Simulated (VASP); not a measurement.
Energy against volume of Ca (fcc). Method: vdW-DF-cx, VASP's PBE PAW potentials (set 64) (plane waves; VASP 6.6.1). Run with 520 eV cut-off, 12×12×12 Γ-centred mesh, first-order Methfessel-Paxton smearing of 0.10 eV, potentials Ca_sv.

| V (Å³/atom) | E (eV/atom) |
|---|---|
| 39.827 | 0.40994 |
| 41.058 | 0.40776 |
| 42.290 | 0.40956 |
| 43.522 | 0.41489 |

Fit these four points and predict the energy of the run at 38.595 Å³/atom.

A cubic in V^(−2/3), the third-order Birch-Murnaghan form, passes through the four points with V0 = 41.09 Å³/atom and B0 = 17 GPa, and gives 0.4166 eV/atom there. The run gave 0.4165 eV/atom, -0.1 meV/atom from the fit; all five points give B0 = 17 GPa.

The compound is Ca in the fcc structure. It was relaxed first, which changed the volume by -5 %.
